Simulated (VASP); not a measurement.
**HfN: cell size against the level of theory**

Which functional gives the lattice of HfN as experiment finds it, and is a dearer one worth its cost? The levels: PBE, LDA, r2SCAN and PBE + D3(BJ). The start is a cell from a database of measured crystal structures.

Main program and level: VASP 6.6.1; PBE; plane waves and PAW (Hf_pv, N), in the first sound run; inputs show where later runs differ.

Report form: the programs' logs are mostly left out.

### Step 1. The structure

Before any relaxation, the start is as follows. The structure is cubic, space group Fm-3m (No. 225). Conventional cell: a = 4.518 Å, b = 4.518 Å, c = 4.518 Å, α = 90.00°, β = 90.00°, γ = 90.00°. Hf has 6 N at 2.26 Å nearest. Nearest to N lie 6 Hf at 2.26 Å. Farther neighbours and most contacts between anions are not listed.

### Step 2. Relaxation with PBE

Properties are meant for the cell that this level of theory prefers, so cell and atoms are relaxed first (ISIF = 3) until forces and stress are small; EDIFFG sets the threshold. PBE, the usual starting point, adds the gradient of the density.

INCAR

```
SYSTEM = HfN
PREC = Accurate
ENCUT = 560
EDIFF = 1E-06
NELM = 100
ISMEAR = -1
SIGMA = 0.05
LREAL = .FALSE.
ALGO = Normal
GGA = PE
NBANDS = 13
LASPH = .TRUE.
LORBIT = 11
LWAVE = .FALSE.
LCHARG = .FALSE.
KPAR = 2
IBRION = 2
NSW = 60
ISIF = 3
EDIFFG = -0.01
```

POSCAR

```
HfN
1.0
    0.0000000000      2.2590000000      2.2590000000
    2.2590000000      0.0000000000      2.2590000000
    2.2590000000      2.2590000000      0.0000000000
Hf N
1 1
Direct
    0.0000000000      0.0000000000      0.0000000000
    0.5000000000      0.5000000000      0.5000000000
```

KPOINTS

```
Automatic mesh
0
Gamma
10 10 10
0 0 0
```

Potentials, in the order of the species: Hf_pv and N (PBE family, release 64).

On the command line:

```
$ mpirun -np 2 vasp_std
```

Run time: 11 s. Hardware: 2 MPI ranks of Intel Xeon 6975P-C (Granite Rapids), shared host; peak memory 0.31 GiB.

This run has no spin polarisation. Its electron count is odd, so without a moment it is a metal by construction. Harder data sets than Hf_pv exist (the GW ones), and pressures, volumes and forces can shift noticeably with them. The run keeps the 48 symmetry operations of its start, so it cannot find a distortion of lower symmetry.

The steps of the relaxation:

| step | energy less that of the first step (eV) | largest force (eV/Å) | pressure (GPa) | volume (Å³) |
| --- | --- | --- | --- | --- |
| 1 | 0.0000 | 0.0000 | 3.03 | 23.06 |
| 2 | 0.0056 | 0.0000 | -5.25 | 23.79 |
| 3 | -0.0024 | 0.0000 | -0.01 | 23.31 |

| conventional cell, symmetrised | before | after | change |
| --- | --- | --- | --- |
| a (Å) | 4.518 | 4.535 | +0.4 % |
| b (Å) | 4.518 | 4.535 | +0.4 % |
| c (Å) | 4.518 | 4.535 | +0.4 % |
| volume (Å³/atom) | 11.53 | 11.66 | +1.1 % |

The relaxed structure:

```xyz
2
Lattice="0.0000 2.2673 2.2673 2.2673 0.0000 2.2673 2.2673 2.2673 0.0000" Properties=species:S:1:pos:R:3 pbc="T T T"
Hf    0.0000    0.0000    0.0000
N     2.2673    2.2673    2.2673
```

Numbers from this step:

```yaml
electrons: 15
bands: 13
irreducible_k_points: 47
symmetry_operations: 48
free_energy_toten: -21.75 eV
energy_at_zero_smearing: -21.75 eV
fermi_energy: 8.325 eV
pressure: -0.01206 GPa
metallic: yes
scf_cycles_over_all_ionic_steps: 26
```

It ends with forces that vanish by symmetry and a pressure of -0.01 GPa. The volume lies +1.1 % from that of the database's start. The conventional cell has a = 4.535 Å.

### Step 3. Relaxation with LDA

This step: LDA; plane waves and PAW (Hf_pv, N) (VASP 6.6.1).

LDA, the lowest rung, knows the local density alone.

Changes to INCAR since step 2:

```diff
@@ -9,3 +9,3 @@
 ALGO = Normal
-GGA = PE
+GGA = CA
 NBANDS = 13
```

POSCAR is that of step 2.

KPOINTS is that of step 2.

On the command line:

```
$ mpirun -np 2 vasp_std
```

Wall time 12 s (2 MPI ranks); peak memory 0.29 GiB; 23 s of CPU time.

The PAW data sets were made with PBE, though LDA sets exist; this is a small mismatch.

The steps of the relaxation:

| step | energy less that of the first step (eV) | largest force (eV/Å) | pressure (GPa) | volume (Å³) |
| --- | --- | --- | --- | --- |
| 1 | 0.0000 | 0.0000 | -10.38 | 23.06 |
| 2 | 0.0950 | 0.0000 | 26.59 | 20.65 |
| 3 | -0.0276 | 0.0000 | -0.28 | 22.25 |
| 4 | -0.0276 | 0.0000 | -0.02 | 22.23 |

| conventional cell, symmetrised | before | after | change |
| --- | --- | --- | --- |
| a (Å) | 4.518 | 4.463 | -1.2 % |
| b (Å) | 4.518 | 4.463 | -1.2 % |
| c (Å) | 4.518 | 4.463 | -1.2 % |
| volume (Å³/atom) | 11.53 | 11.12 | -3.6 % |

The relaxed structure:

```cif
data_structure
_symmetry_space_group_name_H-M 'P 1'
_symmetry_Int_Tables_number 1
_cell_length_a 3.1562
_cell_length_b 3.1562
_cell_length_c 3.1562
_cell_angle_alpha 60.000
_cell_angle_beta 60.000
_cell_angle_gamma 60.000
_cell_volume 22.23
loop_
_atom_site_label
_atom_site_type_symbol
_atom_site_fract_x
_atom_site_fract_y
_atom_site_fract_z
_atom_site_occupancy
Hf1 Hf 0.00000 0.00000 0.00000 1
N2 N 0.50000 0.50000 0.50000 1
```

This step gave:

```
free energy (TOTEN)             : -23.90 eV
energy at zero smearing         : -23.90 eV
Fermi energy                    : 8.360 eV
pressure                        : -0.02456 GPa
SCF cycles over all ionic steps : 33
```

It ends at 11.12 Å³/atom, -3.6 % from the start, with -0.02 GPa left. The conventional cell has a = 4.463 Å.

### Step 4. Relaxation with r2SCAN

This step: r2SCAN; plane waves and PAW (Hf_pv, N) (VASP 6.6.1).

r2SCAN adds the kinetic-energy density, costs more than a GGA and is run with LASPH.

Changes to INCAR since step 3:

```diff
@@ -9,5 +9,5 @@
 ALGO = Normal
-GGA = CA
+METAGGA = R2SCAN
+LASPH = .TRUE.
 NBANDS = 13
-LASPH = .TRUE.
 LORBIT = 11
```

POSCAR is that of step 3.

KPOINTS is that of step 3.

On the command line:

```
$ mpirun -np 2 vasp_std
```

Run time: 45 s. Hardware: 2 MPI ranks; peak memory 0.33 GiB.

The PAW data sets were made with PBE, which is usual practice but a small mismatch for other functionals.

The steps of the relaxation:

| step | energy less that of the first step (eV) | largest force (eV/Å) | pressure (GPa) | volume (Å³) |
| --- | --- | --- | --- | --- |
| 1 | 0.0000 | 0.0000 | -1.17 | 23.06 |
| 2 | 0.0012 | 0.0000 | 2.38 | 22.78 |
| 3 | -0.0003 | 0.0000 | -0.09 | 22.97 |

| conventional cell, symmetrised | before | after | change |
| --- | --- | --- | --- |
| a (Å) | 4.518 | 4.512 | -0.1 % |
| b (Å) | 4.518 | 4.512 | -0.1 % |
| c (Å) | 4.518 | 4.512 | -0.1 % |
| volume (Å³/atom) | 11.53 | 11.49 | -0.4 % |

Final coordinates:

```xyz
2
Lattice="0.0000 2.2562 2.2562 2.2562 0.0000 2.2562 2.2562 2.2562 0.0000" Properties=species:S:1:pos:R:3 pbc="T T T"
Hf    0.0000    0.0000    0.0000
N     2.2562    2.2562    2.2562
```

It ends at 11.49 Å³/atom, -0.4 % from the start, with -0.09 GPa left. The conventional cell has a = 4.512 Å.

### Step 5. Relaxation with PBE + D3(BJ)

This step: PBE with D3(BJ); plane waves and PAW (Hf_pv, N) (VASP 6.6.1).

A dispersion term adds the long-range attraction that semilocal functionals lack. D3 with Becke-Johnson damping keeps a finite attraction at short range.

Changes to INCAR since step 4:

```diff
@@ -9,5 +9,6 @@
 ALGO = Normal
-METAGGA = R2SCAN
+GGA = PE
+IVDW = 12
+NBANDS = 13
 LASPH = .TRUE.
-NBANDS = 13
 LORBIT = 11
```

POSCAR is that of step 4.

KPOINTS is that of step 4.

On the command line:

```
$ mpirun -np 2 vasp_std
```

Elapsed: 11 s, on 2 MPI ranks; peak memory 0.34 GiB.

Relaxation path:

| step | energy less that of the first step (eV) | largest force (eV/Å) | pressure (GPa) | volume (Å³) |
| --- | --- | --- | --- | --- |
| 1 | 0.0000 | 0.0000 | -2.59 | 23.06 |
| 2 | 0.0047 | 0.0000 | 5.23 | 22.44 |
| 3 | -0.0018 | 0.0000 | 0.00 | 22.84 |

| conventional cell, symmetrised | before | after | change |
| --- | --- | --- | --- |
| a (Å) | 4.518 | 4.504 | -0.3 % |
| b (Å) | 4.518 | 4.504 | -0.3 % |
| c (Å) | 4.518 | 4.504 | -0.3 % |
| volume (Å³/atom) | 11.53 | 11.42 | -0.9 % |

Final coordinates:

```xyz
2
Lattice="0.0000 2.2520 2.2520 2.2520 0.0000 2.2520 2.2520 2.2520 0.0000" Properties=species:S:1:pos:R:3 pbc="T T T"
Hf    0.0000    0.0000    0.0000
N     2.2520    2.2520    2.2520
```

It ends at 11.42 Å³/atom, -0.9 % from the start, with 0.00 GPa left. The conventional cell has a = 4.504 Å. Against plain PBE, the dispersion term moves a by -0.7 %.

### Step 6. The cells as a table

This step: relaxed cells at several levels; plane waves and PAW (VASP 6.6.1).

This step runs nothing: it gathers the runs above.

Lengths are those of the conventional cell; cost is the wall time of each run, as given at its step, times its ranks, without the set-up around it. Results by level, by row:

| level | volume (Å³/atom) | change from the start (%) | a (Å) | cost (core minutes) |
| --- | --- | --- | --- | --- |
| PBE | 11.66 | 1.1 | 4.535 | 0.38 |
| LDA | 11.12 | -3.6 | 4.463 | 0.4 |
| r2SCAN | 11.49 | -0.4 | 4.512 | 1.5 |
| PBE + D3(BJ) | 11.42 | -0.9 | 4.504 | 0.36 |

### Step 7. Outcome

| Quantity | Value |
| --- | --- |
| volume, PBE | 11.66 Å³/atom |
| volume, LDA | 11.12 Å³/atom |
| volume, r2SCAN | 11.49 Å³/atom |
| volume, PBE + D3(BJ) | 11.42 Å³/atom |

For HfN the levels give volumes between 11.12 Å³/atom (LDA) and 11.66 Å³/atom (PBE), a spread of 4.9 %, while the cost of the finished runs spans a factor of 4.2. Against the volume of the start, a cell from experiment, r2SCAN comes nearest (-0.4 %) and LDA lies farthest (-3.6 %); thermal expansion is in that cell alone. Within 2 % of it: PBE, r2SCAN and PBE + D3(BJ). The costs hold the number of ionic steps as well as the price of the functional. Adding D3(BJ) to PBE changes the volume by -2.0 % (a by -0.7 %). Within 0.02 Å all end in space group Fm-3m; the runs can't lower the symmetry of the start. Spin-orbit coupling is left out. Each is a single relaxation on the plane waves of the start cell, so larger changes of volume carry a basis-set error that was not tested here. Zero-point and thermal expansion are not included.

[Lines on the potential files, build, host, timing and source positions are cut from VASP's logs without a mark.]

[Logs are printed without paths, hosts, clocks, repeated set-up lines and the standing remarks that a program may print on its own settings, such as how far it seeks lower states.]

[Hosts, paths, dates, database ids (printed as entryN), source tags and the programs' standing remarks are cut or masked in the printed files.]

[A measured line is paired with the nearest computed mode of its activity, which favours agreement.]
